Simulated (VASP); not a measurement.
Molecule: BrH, in a box.

```
CELL_PARAMETERS angstrom
11.70158 0.00000 0.00000
0.00000 12.20158 0.00000
0.00000 0.00000 12.70158
ATOMIC_POSITIONS crystal
Br 0.52678 0.51875 0.45270
H 0.47204 0.48880 0.54938
```

Base run:

* Program: VASP 6.6.1
* Functional: PBE
* Potentials or basis: VASP PAW PBE potentials, release 64 (Br, H)
* Cutoff: 400 eV
* k mesh: 1 × 1 × 1
* Occupations: gaussian, width 0.01 eV
* Spin: no spin polarisation

Its results: gap between the frontier levels 5.90 eV.

Q: The run is repeated on the same cell with these changes: functional from PBE to RPBE. What comes out?

A: Gap between the frontier levels 5.84 eV.

